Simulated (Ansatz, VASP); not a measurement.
# TaN in two plane-wave programs, part 2 of 2

Wanted: the spread between two codes on one cell, functional and k mesh. The cell is taken from a series of runs on this material, whose earlier steps may have relaxed, scaled, displaced or heated it; both programs get it as it stands.

VASP 6.6.1 and Ansatz 0.2.0.

So far: The structure; VASP: zone-centre phonons, PBEsol, pair 1; Ansatz: zone-centre phonons, PBEsol, pair 1; Side by side.

## (5) Ansatz: zone-centre phonons, PBEsol, pair 2

Level of this step: Ansatz beside VASP: Kohn-Sham DFT, plane waves, PBEsol (Ansatz).

Second derivatives magnify differences that forces hide, and they need a tight electronic threshold. The cell compared in this pair holds 20.51 Å³, against 20.09 Å³ for the pair before.

The cell is taken from a series of runs on this material, whose earlier steps may have relaxed, scaled, displaced or heated it; both programs get it as it stands.

The input, input.yaml:

```yaml
crystal:
  lattice:
    - [0.0, 2.1727127911, 2.1727127911]
    - [2.1727127911, 0.0, 2.1727127911]
    - [2.1727127911, 2.1727127911, 0.0]
  atoms:
    - { symbol: "N", position: [0.0, 0.0, 0.0] }
    - { symbol: Ta, position: [0.5, 0.5, 0.5] }
kpoints:
  mp_grid: { grid: [16, 16, 16] }
hamiltonian:
  xc: pbesol
  pseudopotentials: { kind: paw, azcp: { folder: soft_1 }, xc_functional: pbe }
scf:
  occupations: { method: methfessel_paxton, width: 0.2 }
output:
  eigenvalues: true
phonons:
  method: dfpt
```

On the command line:

```console
$ ansatz run input.yaml --threads 4 --pin off --max-ram 10240MiB --backend cpu --events-out ev --progress --plain --runs-dir out
```

Numbers of over 12 decimals in the logs are rounded to 6 here.

The program printed:

```text
[...]
Crystal: 2 atoms, lattice volume = 20.513 Å³
Basis set: ecut = 420 eV, 411 PW (Γ), exchange–correlation on 48×48×48 points (8 copies of the dense FFT grid, shifted against one another)
Bands: 13, of which v1, the nominal top of the filled ones, is band 9 counted from 1 (8 counted from 0)
Symmetry: 48 space group operations
k-points: 349 of 4096 (irreducible under 8 space group operations, time reversal used)
[...]
k-point 2: bands = [... 5 lower, 16.7601, 17.2464, 17.2464, 20.5982, 20.5982, 20.6470, 23.7371, 23.7371, ... 4 higher]
  k-point 348: bands = [... 5 lower, 14.5743, 15.3496, 15.3496, 22.0656, 22.0656, 26.0769, 26.6730, 27.0485, ... 4 higher]
[...]
ASR residual: 3.685e-5 → 0.000e0 eV/Å²; symmetrization residual: 3.310e-7 eV/Å²
  ASR residual per site (eV/Å²): 2.01e-5 3.69e-5
  Γ frequencies (cm⁻¹): 0.00 0.00 0.00 433.66 433.66 433.66
[...]
[key lines of the parts left out:]
SCF converged after 8 iterations
Free energy (F): -10187.970444 eV
Fermi energy:    22.252811 eV
```

## (6) VASP: zone-centre phonons, PBEsol, pair 2

The same cell, functional, mesh and smearing now go to VASP, with its own data sets.

The input, INCAR:

```
SYSTEM = TaN
PREC = Accurate
ENCUT = 600
EDIFF = 1E-08
NELM = 120
ISMEAR = 1
SIGMA = 0.2
LREAL = .FALSE.
ALGO = Normal
GGA = PS
NBANDS = 14
LASPH = .TRUE.
LORBIT = 11
LWAVE = .FALSE.
LCHARG = .FALSE.
ISIF = 2
IBRION = 8
GGA_COMPAT = .FALSE.
KPAR = 2
```

The input, POSCAR:

```
TaN
1.0
    0.0000000000      2.1727127911      2.1727127911
    2.1727127911      0.0000000000      2.1727127911
    2.1727127911      2.1727127911      0.0000000000
N Ta
1 1
Direct
    0.0000000000      0.0000000000      0.0000000000
    0.5000000000      0.5000000000      0.5000000000
```

The input, KPOINTS:

```
Automatic mesh
0
Gamma
16 16 16
0 0 0
```

The projector-augmented-wave data sets are N and Ta_pv (PBE family, release 64).

On the command line:

```console
$ mpirun -np 2 vasp_std
```

The program printed:

```text
[banner, memory and clock lines left out]
running    2 mpi-ranks, on    1 nodes
[...]
[... a notice as in an earlier step ...]

 LDA part: xc-table for (Slater+PW92), standard interpolation
 POSCAR, INCAR and KPOINTS ok, starting setup
[...]
entering main loop
       N       E                     dE             d eps       ncg     rms          rms(c)
DAV:   1     0.969559901278E+02    0.96956E+02   -0.97554E+03  4060   0.136E+03
DAV:   2    -0.226389167052E+02   -0.11959E+03   -0.11250E+03  4942   0.344E+02
DAV:   3    -0.259760499462E+02   -0.33371E+01   -0.33003E+01  4714   0.545E+01
DAV:   4    -0.259929801786E+02   -0.16930E-01   -0.16918E-01  4732   0.402E+00
[...]
DAV:  12    -0.231980768606E+02    0.24026E-06   -0.42863E-06  5164   0.218E-02    0.157E-03
DAV:  13    -0.231980767047E+02    0.15590E-06   -0.18965E-07  4588   0.374E-03    0.960E-04
DAV:  14    -0.231980767035E+02    0.12553E-08   -0.58859E-09  3476   0.101E-03
   1 F= -.23198077E+02 E0= -.23197288E+02  d E =-.236506E-02
[...]
RMM:  11    -0.233907503306E+00   -0.15895E-07   -0.52754E-09 18390   0.261E-05    0.106E-05
RMM:  12    -0.233907526068E+00   -0.22762E-07   -0.19379E-09 18228   0.939E-06    0.224E-06
RMM:  13    -0.233907526199E+00   -0.13061E-09   -0.27706E-09 12363   0.430E-06    0.238E-06
 first order change of Fermi-energy  -0.60067E-04
 force on displaced ion       1 direction 1 :  -9.033   0.000   0.000
 Linear response progress:
  Degree of freedom:   2/  2
       N       E                     dE             d eps       ncg     rms          rms(c)
RMM:   1    -0.135612633886E+00   -0.13561E+00    0.11457E+01 10302   0.244E+01
RMM:   2    -0.164311334435E+00   -0.28699E-01   -0.26131E-02 15299   0.148E+00    0.112E-01
RMM:   3    -0.163588086728E+00    0.72325E-03   -0.20202E-03 17751   0.296E-01    0.512E-02
RMM:   4    -0.163090919317E+00    0.49717E-03   -0.16396E-04 18944   0.917E-02    0.186E-02
[...]
RMM:  11    -0.162873817290E+00   -0.35467E-07   -0.10071E-07 20940   0.772E-05    0.503E-06
RMM:  12    -0.162873834179E+00   -0.16888E-07   -0.58966E-08 19450   0.363E-05    0.693E-07
RMM:  13    -0.162873837560E+00   -0.33815E-08   -0.29877E-08 16550   0.198E-05    0.614E-07
 first order change of Fermi-energy   0.28391E-03
 force on displaced ion       2 direction 1 :  -9.037   0.000   0.000
 Linear response finished
```

From OUTCAR (step 6):

```text
  Total        1.1293966      1.1293966      1.1293966      0.0000000     -0.0000000     -0.0000000
  in kB       88.2104659     88.2104659     88.2104659      0.0000000     -0.0000000     -0.0000000
  external PRESSURE =      88.2104659 kB  Pullay stress =       0.0000000 kB

 POSITION                                       TOTAL-FORCE (eV/Angst)
 -----------------------------------------------------------------------------------
      0.00000      0.00000      0.00000        -0.000000      0.000000     -0.000000
      2.17271      2.17271      2.17271         0.000000     -0.000000      0.000000
 -----------------------------------------------------------------------------------
    total drift:                                0.000000      0.000000      0.000000

[... 1 part as in an earlier step ...]

[... 1 further part left out ...]
```

## (7) Side by side

What differs besides the data sets and the points named for the pairs above, as far as they apply: the data sets hold 18 valence electrons in Ansatz (on its PAW soft_1 files) and 16 in VASP. Total energies have different zeros and are not compared.

Both answers:

```csv
quantity,Ansatz,VASP,difference
optical mode 1 to 3 (cm⁻¹),433.7,434.8,-0.25 %
```

Modes are paired by rising frequency, not by their patterns, so a pair may set unlike modes beside each other; they are those without the splitting of longitudinal modes.

## (8) VASP: zone-centre phonons, PBEsol, pair 3

Second derivatives magnify differences that forces hide, and they need a tight electronic threshold. The cell compared in this pair holds 20.72 Å³, against 20.51 Å³ for the pair before.

INCAR is that of step 6.

The input, POSCAR:

```
TaN
1.0
    0.0000000000      2.1800779756      2.1800779756
    2.1800779756      0.0000000000      2.1800779756
    2.1800779756      2.1800779756      0.0000000000
N Ta
1 1
Direct
    0.0000000000      0.0000000000      0.0000000000
    0.5000000000      0.5000000000      0.5000000000
```

KPOINTS is that of step 6.

On the command line:

```console
$ mpirun -np 2 vasp_std
```

The program printed:

```text
[... set-up lines as in an earlier step ...]
 entering main loop
       N       E                     dE             d eps       ncg     rms          rms(c)
DAV:   1     0.966822719571E+02    0.96682E+02   -0.97157E+03  4068   0.135E+03
DAV:   2    -0.226246177762E+02   -0.11931E+03   -0.11302E+03  4972   0.344E+02
DAV:   3    -0.259824629555E+02   -0.33578E+01   -0.32862E+01  4710   0.543E+01
DAV:   4    -0.260007969859E+02   -0.18334E-01   -0.18323E-01  4814   0.406E+00
[...]
DAV:  12    -0.232073716418E+02    0.17851E-06   -0.40712E-06  5170   0.212E-02    0.170E-03
DAV:  13    -0.232073714973E+02    0.14449E-06   -0.16375E-07  4624   0.350E-03    0.831E-04
DAV:  14    -0.232073714939E+02    0.33706E-08   -0.54495E-09  3308   0.972E-04
   1 F= -.23207371E+02 E0= -.23206583E+02  d E =-.236578E-02
 Linear response reoptimize wavefunctions to high precision
DAV:   1    -0.232073714867E+02    0.72644E-08   -0.10544E-09  3426   0.482E-04
DAV:   2    -0.232073714867E+02    0.27285E-11   -0.70763E-11  2528   0.829E-05
 Linear response DOF=           2
 Linear response progress:
[...]
RMM:   9    -0.233664905863E+00    0.14293E-05   -0.14124E-10 17550   0.309E-04    0.302E-05
RMM:  10    -0.233664827111E+00    0.78752E-07   -0.17288E-08 19735   0.885E-05    0.210E-05
RMM:  11    -0.233664826542E+00    0.56898E-09   -0.72887E-09 18521   0.252E-05    0.106E-05
 first order change of Fermi-energy  -0.60700E-04
 force on displaced ion       1 direction 1 :  -8.492   0.000   0.000
 Linear response progress:
  Degree of freedom:   2/  2
       N       E                     dE             d eps       ncg     rms          rms(c)
RMM:   1    -0.136012687695E+00   -0.13601E+00    0.11477E+01 10301   0.245E+01
RMM:   2    -0.164710988642E+00   -0.28698E-01   -0.26348E-02 15317   0.148E+00    0.111E-01
RMM:   3    -0.163981373004E+00    0.72962E-03   -0.19921E-03 17748   0.291E-01    0.510E-02
RMM:   4    -0.163482864378E+00    0.49851E-03   -0.16207E-04 18943   0.909E-02    0.187E-02
[...]
RMM:  10    -0.163265374296E+00   -0.47990E-06   -0.34262E-08 18378   0.183E-04    0.862E-06
RMM:  11    -0.163265411354E+00   -0.37058E-07   -0.13274E-08 20800   0.798E-05    0.564E-06
RMM:  12    -0.163265413747E+00   -0.23928E-08   -0.97767E-09 19325   0.389E-05    0.693E-07
 first order change of Fermi-energy   0.29232E-03
 force on displaced ion       2 direction 1 :  -8.500   0.000   0.000
 Linear response finished
```

From OUTCAR (step 8):

```text
  Total        0.6308379      0.6308379      0.6308379      0.0000000      0.0000000     -0.0000000
  in kB       48.7733171     48.7733171     48.7733171      0.0000000      0.0000000     -0.0000000
  external PRESSURE =      48.7733171 kB  Pullay stress =       0.0000000 kB

 POSITION                                       TOTAL-FORCE (eV/Angst)
 -----------------------------------------------------------------------------------
      0.00000      0.00000      0.00000        -0.000000     -0.000000      0.000000
      2.18008      2.18008      2.18008         0.000000      0.000000      0.000000
 -----------------------------------------------------------------------------------
    total drift:                                0.000000      0.000000      0.000000

[... 1 part as in an earlier step ...]

[... 1 further part left out ...]
```

## (9) Ansatz: zone-centre phonons, PBEsol, pair 3

The same cell, functional, mesh and smearing now go to Ansatz, which takes its cutoff from its data sets.

The cell is taken from a series of runs on this material, whose earlier steps may have relaxed, scaled, displaced or heated it; both programs get it as it stands.

input.yaml, the sections that differ from step 5:

```yaml
crystal:
  lattice:
    - [0.0, 2.1800779756, 2.1800779756]
    - [2.1800779756, 0.0, 2.1800779756]
    - [2.1800779756, 2.1800779756, 0.0]
  atoms:
    - { symbol: "N", position: [0.0, 0.0, 0.0] }
    - { symbol: Ta, position: [0.5, 0.5, 0.5] }
# kpoints, hamiltonian, scf, output, phonons: as in step 5
```

On the command line:

```console
$ ansatz run input.yaml --threads 4 --pin off --max-ram 10240MiB --backend cpu --events-out ev --progress --plain --runs-dir out
```

The program printed:

```text
[...]
Crystal: 2 atoms, lattice volume = 20.723 Å³
Basis set: ecut = 420 eV, 411 PW (Γ), exchange–correlation on 48×48×48 points (8 copies of the dense FFT grid, shifted against one another)
Bands: 13, of which v1, the nominal top of the filled ones, is band 9 counted from 1 (8 counted from 0)
Symmetry: 48 space group operations
k-points: 349 of 4096 (irreducible under 8 space group operations, time reversal used)
[...]
k-point 2: bands = [... 5 lower, 16.5572, 17.0480, 17.0480, 20.3784, 20.3784, 20.4232, 23.4734, 23.4734, ... 4 higher]
  k-point 348: bands = [... 5 lower, 14.3965, 15.1457, 15.1457, 21.8270, 21.8270, 25.7742, 26.3398, 26.7280, ... 4 higher]
[...]
ASR residual: 4.180e-5 → 0.000e0 eV/Å²; symmetrization residual: 5.951e-7 eV/Å²
  ASR residual per site (eV/Å²): 4.18e-5 3.46e-5
  Γ frequencies (cm⁻¹): 0.00 0.00 0.00 420.60 420.60 420.60
[...]
[key lines of the parts left out:]
SCF converged after 8 iterations
Free energy (F): -10187.977755 eV
Fermi energy:    22.011027 eV
```

## (10) Side by side

What differs besides the data sets and the points named for the pairs above, as far as they apply: the data sets hold 18 valence electrons in Ansatz (on its PAW soft_1 files) and 16 in VASP. Total energies have different zeros and are not compared.

Compared:

```csv
quantity,Ansatz,VASP,difference
optical mode 1 to 3 (cm⁻¹),420.6,421.6,-0.23 %
```

Modes are paired by rising frequency, not by their patterns, so a pair may set unlike modes beside each other; they are those without the splitting of longitudinal modes.

## (11) Results

| Property | Result |
| --- | --- |
| r.m.s. difference of the optical zone-centre modes, each program's sorted by frequency (zone-centre phonons, PBEsol, pair 1) | 1.2 cm⁻¹ |
| r.m.s. difference of the optical zone-centre modes, each program's sorted by frequency (zone-centre phonons, PBEsol, pair 2) | 1.1 cm⁻¹ |
| r.m.s. difference of the optical zone-centre modes, each program's sorted by frequency (zone-centre phonons, PBEsol, pair 3) | 0.95 cm⁻¹ |

In words: The r.m.s. difference of the optical zone-centre modes, each program's sorted by frequency is 1.2 cm⁻¹ (zone-centre phonons, PBEsol, pair 1). The data sets hold unlike numbers of valence electrons (18 in Ansatz and 16 in VASP), so part of the differences comes from the potentials. How closely two codes agree says nothing of how well the functional describes the real material.

[Lines on the potential files, build, host, timing and source positions are cut from VASP's logs without a mark.]

[Logs are printed without paths, hosts, clocks, repeated set-up lines and the standing remarks that a program may print on its own settings, such as how far it seeks lower states.]

[Hosts, paths, dates, database ids (printed as entryN), source tags and the programs' standing remarks are cut or masked in the printed files.]
